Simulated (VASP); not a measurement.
# LiCoC2 (R-3m) in VASP: a series of runs

One crystal, LiCoC2, is run at these levels: PBE, PBEsol, r2SCAN+U; tasks: single point.

All numbers are computed with VASP 6.6.1; they aren't measurements. Logs are shortened: lines on timing, memory, paths and dates and some standing lists are left out, and cuts for length are marked.

## 1. The crystal as given

The structure is trigonal, space group R-3m (No. 166). The conventional cell has a = 2.829 Å, b = 2.829 Å, c = 14.117 Å, α = 90.00°, β = 90.00°, γ = 120.00°. Li (site symmetry -3m) has 6 C at 2.09 Å as nearest neighbours. Around Co (site symmetry -3m) lie 6 C at 1.94 Å. C (site symmetry 3m) has 3 Co at 1.94 Å and 3 Li at 2.09 Å as nearest neighbours.

The cell was built by a generator and needn't be a form met in nature.

## 2. Single point, PBE

Input file INCAR:

```
PREC = Accurate ; ENCUT = 520
EDIFF = 1E-6 ; ISMEAR = -1
SIGMA = 0.1 ; LREAL = False
LASPH = True ; NELM = 60
ALGO = Normal ; ISIF = 2
LWAVE = False ; LCHARG = False
GGA = PE ; NBANDS = 18
```

Input file KPOINTS:

```
regular mesh
0
Gamma
  7 7 7
```

Input file POSCAR:

```
LiCoC2
1.0
    1.4142840000      2.4496080000      0.0000000000
   -1.4142840000      2.4496080000      0.0000000000
    0.0000000000     -1.6330720000      4.7055480000
Li Co C
1 1 2
Direct
    0.5000000000      0.5000000000      0.5000000000
    0.0000000000      0.0000000000      0.0000000000
    0.2592000000      0.2592000000      0.7776000000
    0.7408000000      0.7408000000      0.2224000000
```

Potentials or basis: VASP PAW PBE potentials, release 64 (Li_sv, Co, C).

Run with:

```sh
cat potpaw_PBE.64/Li_sv/POTCAR potpaw_PBE.64/Co/POTCAR potpaw_PBE.64/C/POTCAR > POTCAR
mpirun -np 1 vasp_std > vasp.out
```

OUTCAR:

```text
PREC = Accurate
   ENCUT = 520
   EDIFF = 1E-6
   ISMEAR = -1
   LREAL = False
   LASPH = True
   NELM = 60
   ISIF = 2
   GGA = PE

 ion  position               nearest neighbor table
   1  0.500  0.500  0.500-   3 2.09   4 2.09   3 2.09   3 2.09   4 2.09   4 2.09   2 2.86   2 2.86
                             2 2.86   2 2.86   2 2.86   2 2.86
   2  0.000  0.000  0.000-   3 1.94   4 1.94   4 1.94   4 1.94   3 1.94   3 1.94   1 2.86   1 2.86
                             1 2.86   1 2.86   1 2.86   1 2.86
   3  0.259  0.259  0.778-   2 1.94   2 1.94   2 1.94   1 2.09   1 2.09   1 2.09
   4  0.741  0.741  0.222-   2 1.94   2 1.94   2 1.94   1 2.09   1 2.09   1 2.09

  LATTYP: Found a trigonal (rhomboedric) cell.
 ALAT       =     4.9808746473
 COS(alpha) =     0.8387528572

  Lattice vectors:

 A1 = (   1.4142840000,   0.8165360000,   4.7055480000)
 A2 = (  -1.4142840000,   0.8165360000,   4.7055480000)
 A3 = (   0.0000000000,  -1.6330720000,   4.7055480000)

Analysis of symmetry for initial positions (statically):
=====================================================================
 Subroutine PRICEL returns:
 Original cell was already a primitive cell.

 Routine SETGRP: Setting up the symmetry group for a
 trigonal (rhombohedral) supercell.

 Subroutine GETGRP returns: Found 12 space group operations
 (whereof 12 operations were pure point group operations)
 out of a pool of 12 trial point group operations.

The static configuration has the point symmetry D_3d.

Analysis of symmetry for dynamics (positions and initial velocities):
=====================================================================
 Subroutine PRICEL returns:
 Original cell was already a primitive cell.

 Routine SETGRP: Setting up the symmetry group for a
 trigonal (rhombohedral) supercell.

 Subroutine GETGRP returns: Found 12 space group operations
 (whereof 12 operations were pure point group operations)
 out of a pool of 12 trial point group operations.

The dynamic configuration has the point symmetry D_3d.

 Subroutine INISYM returns: Found 12 space group operations
 (whereof 12 operations are pure point group operations),
 and found     1 'primitive' translations

----------------------------------------------------------------------------------------

                                     Primitive cell

  volume of cell :      32.6042

  direct lattice vectors                    reciprocal lattice vectors
     1.414284000  2.449608000  0.000000000     0.353535782  0.204114291  0.070838366
    -1.414284000  2.449608000  0.000000000    -0.353535782  0.204114291  0.070838366
     0.000000000 -1.633072000  4.705548000     0.000000000  0.000000000  0.212515099

  length of vectors
     2.828564757  2.828564757  4.980874033     0.414328695  0.414328695  0.212515099

  position of ions in fractional coordinates (direct lattice)
     0.500000000  0.500000000  0.500000000
     0.000000000  0.000000000  0.000000000
     0.259200000  0.259200000  0.777600000
     0.740800000  0.740800000  0.222400000

  ion indices of the primitive-cell ions
   primitive index   ion index
                 1           1
                 2           2
                 3           3
                 4           4

----------------------------------------------------------------------------------------

 KPOINTS: regular mesh

Automatic generation of k-mesh.
 Grid dimensions read from file:
 generate k-points for:    7    7    7

 Generating k-lattice:

  Cartesian coordinates                     Fractional coordinates (reciprocal lattice)
     0.050505112  0.029159184  0.010119767     0.142857143  0.000000000  0.000000000
    -0.050505112  0.029159184  0.010119767     0.000000000  0.142857143  0.000000000
     0.000000000  0.000000000  0.030359300     0.000000000  0.000000000  0.142857143

  Length of vectors
     0.059189814  0.059189814  0.030359300

  Shift w.r.t. Gamma in fractional coordinates (k-lattice)
     0.000000000  0.000000000  0.000000000

 Subroutine IBZKPT returns following result:
 ===========================================

 Found     44 irreducible k-points:

 Following reciprocal coordinates:
            Coordinates               Weight
  0.000000  0.000000  0.000000      1.000000
  0.142857 -0.000000 -0.000000      6.000000
  0.285714 -0.000000 -0.000000      6.000000
  0.428571  0.000000 -0.000000      6.000000
  0.142857  0.142857  0.000000      6.000000
  0.285714  0.142857  0.000000     12.000000
[... 16 lines left out ...]
  0.142857  0.142857  0.142857      6.000000
  0.285714  0.142857  0.142857     12.000000
 [... further k-points ...]
   k-points           NKPTS =     44   k-points in BZ     NKDIM =     44   number of bands    NBANDS=     18
   number of dos      NEDOS =    301   number of ions     NIONS =      4
   total plane-waves  NPLWV =  23040
   dimension x,y,z NGX =    24 NGY =   24 NGZ =   40
   dimension x,y,z NGXF=    48 NGYF=   48 NGZF=   80
   ions per type =               1   1   2
   NGX,Y,Z   is equivalent  to a cutoff of  14.11, 14.11, 13.35 a.u.
   NGXF,Y,Z  is equivalent  to a cutoff of  28.21, 28.21, 26.70 a.u.
 SYSTEM =  unknown system
   PREC   = accura    normal or accurate (medium, high low for compatibility)
   ISTART =      0    job   : 0-new  1-cont  2-samecut
   ICHARG =      2    charge: 1-file 2-atom 10-const
   ISPIN  =      1    spin polarized calculation?
   LNONCOLLINEAR =      F non collinear calculations
   LSORBIT =      F    spin-orbit coupling
   LASPH  =      T    aspherical Exc in radial PAW
   ENCUT  =  520.0 eV  38.22 Ry    6.18 a.u.   5.26  5.26  9.26*2*pi/ulx,y,z
   NELM   =     60;   NELMIN=  2; NELMDL= -5     # of ELM steps
   EDIFF  = 0.1E-05   stopping-criterion for ELM
   LREAL  =      F    real-space projection
   EDIFFG = 0.1E-04   stopping-criterion for IOM
   NSW    =      0    number of steps for IOM
   IBRION =     -1    ionic relax: 0-MD 1-quasi-New 2-CG
   NFREE  =      0    steps in history (QN), initial steepest desc. (CG)
   ISIF   =      2    stress and relaxation
   ISYM   =      2    0-nonsym 1-usesym 2-fastsym
   POTIM  = 0.5000    time-step for ionic-motion
   TEBEG  =    0.0;   TEEND  =   0.0 temperature during run
   PSTRESS=    0.0 pullay stress
   NELECT =      20.0000    total number of electrons
   NUPDOWN=      -1.0000    fix difference up-down
   EMIN   =  10.00;   EMAX   =-10.00  energy-range for DOS
   EFERMI =   0.00;   METHOD = LEGACY
   ISMEAR =    -1;   SIGMA  =   0.10  broadening in eV -4-tet -1-fermi 0-gaus
   EFERMI_NEDOS =   21; number of points for ismear=-14 and -15
   IALGO  =     38    algorithm
   IMIX   =      4    mixing-type and parameters
     AMIX     =   0.40;   BMIX     =  1.00
     AMIX_MAG =   1.60;   BMIX_MAG =  1.00
  volume/ion in A,a.u.               =       8.15        55.01
  Fermi-wavevector in a.u.,A,eV,Ry     =   1.391000  2.628608 26.325641  1.934880
  Thomas-Fermi vector in A             =   2.514881
   LORBIT       =      0    0 simple, 1 ext, 2 COOP (PROOUT), +10 PAW based schemes
   GGA     = PE    functional components
   LHFCALC =     F    Hartree Fock is set to
   AEXX    =    0.0000 exact exchange contribution
   IVDW    =     0    specifies the selected vdW correction
   LEPSILON=     F    determine dielectric tensor
   LRPA    =     F    only Hartree local field effects (RPA)
 non-spin polarized calculation
  energy-cutoff  :      520.00
  volume of cell :       32.60
 maximum number of plane-waves:       888
 NGX is ok and might be reduce to    24
   NGX = 11   NGY = 11   NGZ = 19

 number of electron      19.9999994 magnetization

 Free energy of the ion-electron system (eV)
  ---------------------------------------------------
  ext. energy  EPLUGINS =         0.00000000
  ---------------------------------------------------
  free energy    TOTEN  =       -22.97304563 eV

  energy without entropy =      -22.87790056  energy(sigma->0) =      -22.92547310

 E-fermi :   6.9795     XC(G=0): -12.0881

 val. band max:        6.9777314616   @ k =  -0.4286   0.2857   0.1429
 cond. band min:       6.9910237146   @ k =  -0.4286   0.4286   0.0000
 fundamental gap:      0.0132922529
 Fermi energy:         6.9795251451

 k-point     1 :       0.0000    0.0000    0.0000
  band No.  band energies     occupation
      1     -37.2769      2.00000
      2      -7.0440      2.00000
      3      -2.9941      2.00000
      4       0.9954      2.00000
      5       2.7700      2.00000
      6       2.7700      2.00000
[... 10 lines left out ...]
     17      21.2810      0.00000
     18      21.2810      0.00000

 k-point     2 :       0.1429   -0.0000   -0.0000
  band No.  band energies     occupation
      1     -37.2698      2.00000
      2      -6.6247      2.00000
      3      -2.8860      2.00000
      4       1.3325      2.00000
      5       2.4575      2.00000
      6       2.9421      2.00000
[... 10 lines left out ...]
     17      21.7417      0.00000
     18      22.1201      0.00000

 k-point     3 :       0.2857   -0.0000   -0.0000
  band No.  band energies     occupation
      1     -37.2538      2.00000
      2      -5.4517      2.00000
      3      -2.6917      2.00000
      4       1.7683      2.00000
      5       2.3443      2.00000
      6       3.2082      2.00000
[... 10 lines left out ...]
     17      20.6640      0.00000
     18      22.5057      0.00000

 k-point     4 :       0.4286    0.0000   -0.0000
  band No.  band energies     occupation
      1     -37.2409      2.00000
      2      -3.9112      2.00000
      3      -2.7454      2.00000
      4       1.0321      2.00000
      5       2.6109      2.00000
      6       3.1829      2.00000
[... 375 lines left out ...]
      4       1.9001      2.00000
      5       2.1455      2.00000
      6       3.2055      2.00000
[... 10 lines left out ...]
     17      21.1983      0.00000
     18      22.0607      0.00000

 k-point    23 :       0.1429    0.1429    0.1429
  band No.  band energies     occupation
      1     -37.2698      2.00000
      2      -6.5205      2.00000
      3      -3.2869      2.00000
      4       1.9058      2.00000
      5       2.4919      2.00000
      6       2.9449      2.00000
[... 10 lines left out ...]
     17      21.3613      0.00000
     18      22.3454      0.00000

 k-point    24 :       0.2857    0.1429    0.1429
  band No.  band energies     occupation
      1     -37.2582      2.00000
      2      -5.6769      2.00000
      3      -3.1374      2.00000
      4       1.7900      2.00000
      5       2.8598      2.00000
      6       3.1077      2.00000
[... 10 lines left out ...]
     17      21.1190      0.00000
     18      21.5835      0.00000

 [... further k-points ...]

------------------------ aborting loop because EDIFF is reached ----------------------------------------

  FORCE on cell =-STRESS in cart. coord.  units (eV):
  Direction    XX          YY          ZZ          XY          YZ          ZX
  --------------------------------------------------------------------------------------
  -------------------------------------------------------------------------------------
  Total        2.2008194      2.2008126      2.6794625      0.0000000      0.0000000     -0.0000000
  in kB      108.1487629    108.1484323    131.6693953      0.0000000      0.0000000     -0.0000000
  external PRESSURE =     115.9888635 kB  Pullay stress =       0.0000000 kB

 VOLUME and BASIS-vectors are now :
 -----------------------------------------------------------------------------
  energy-cutoff  :      520.00
  volume of cell :       32.60
      direct lattice vectors                 reciprocal lattice vectors
     1.414284000  2.449608000  0.000000000     0.353535782  0.204114291  0.070838366
    -1.414284000  2.449608000  0.000000000    -0.353535782  0.204114291  0.070838366
     0.000000000 -1.633072000  4.705548000     0.000000000  0.000000000  0.212515099

 POSITION                                       TOTAL-FORCE (eV/Angst)
 -----------------------------------------------------------------------------------
      0.00000      1.63307      2.35277         0.000000      0.000000      0.000000
      0.00000      0.00000      0.00000        -0.000000      0.000000      0.000000
      0.00000      0.00000      3.65903         0.000000     -0.000000      0.653792
      0.00000      3.26614      1.04651         0.000000      0.000000     -0.653792
 -----------------------------------------------------------------------------------
    total drift:                                0.000000      0.000000      0.000000

  FREE ENERGIE OF THE ION-ELECTRON SYSTEM (eV)
  ---------------------------------------------------
  free  energy   TOTEN  =       -22.9730456325 eV

  energy  without entropy=      -22.8779005603  energy(sigma->0) =      -22.92547310
```

Run time: 14 s. Hardware: 1 thread of Intel Xeon 6975P-C (Granite Rapids), shared host; peak memory 0.17 GiB.

What came out:

* Free energy: -22.9730 eV
* Largest force: 0.654 eV/Å
* Band gap on the k mesh: none (metal or under the smearing width)

Forces in eV/Å, atoms in the order of the input:
```
Li   0.000  0.000  0.000
Co   0.000  0.000  0.000
C    0.000  0.000  0.654
C    0.000  0.000 -0.654
```

Caveat: the k mesh is coarse (spacing up to 0.37 Å⁻¹), so the values aren't converged; the cutoff is under 1.25 times the usual one of these potentials, so pressure, stress and relaxed cells hold a basis-set (Pulay) error.

## 3. Single point, PBEsol

Input file INCAR:

```
ALGO = Normal
EDIFF = 1E-6
ENCUT = 520
GGA = PS
ISIF = 2
ISMEAR = -1
LASPH = T
LCHARG = F
LREAL = F
LWAVE = F
NBANDS = 18
NELM = 80
PREC = Accurate
SIGMA = 0.1
```

Input file KPOINTS:

```
k-points
0
Gamma
  7 7 7
```

POSCAR is that of step 2.

Potentials or basis: VASP PAW PBE potentials, release 64 (Li_sv, Co, C).

Run with:

```sh
cat potpaw_PBE.64/Li_sv/POTCAR potpaw_PBE.64/Co/POTCAR potpaw_PBE.64/C/POTCAR > POTCAR
mpirun -np 1 vasp_std > vasp.out
```

It took 14 s on 1 thread of Intel Xeon 6975P-C (Granite Rapids), shared host; peak memory 0.17 GiB.

The run converged. Its results:

```yaml
Free_energy: -24.7443 eV
Largest_force: 0.911 eV/Å
Band_gap_on_the_k_mesh: none (metal or under the smearing width)
```

Forces on the atoms (eV/Å):
```
Li   0.000  0.000  0.000
Co   0.000  0.000  0.000
C    0.000  0.000  0.911
C    0.000  0.000 -0.911
```

Levels at points of the mesh, in eV from the Fermi level:
| k point | band 6 | band 7 | band 8 | band 9 | band 10 | band 11 | band 12 | band 13 | band 14 | band 15 |
| --- | --- | --- | --- | --- | --- | --- | --- | --- | --- | --- |
| (0.00, 0.00, 0.00) | -4.25 | -1.89 | -1.89 | -0.21 | 2.08 | 2.41 | 2.41 | 4.77 | 4.77 | 10.84 |

Caveat: the k mesh is coarse (spacing up to 0.37 Å⁻¹), so the values aren't converged; the cutoff is under 1.25 times the usual one of these potentials, so pressure, stress and relaxed cells hold a basis-set (Pulay) error; the PAW data sets were made with another functional, which shifts forces and pressure a little. Spin polarisation is off, so any magnetic state and its effect on volume and gap are missing.

[end of part 1 of 2]
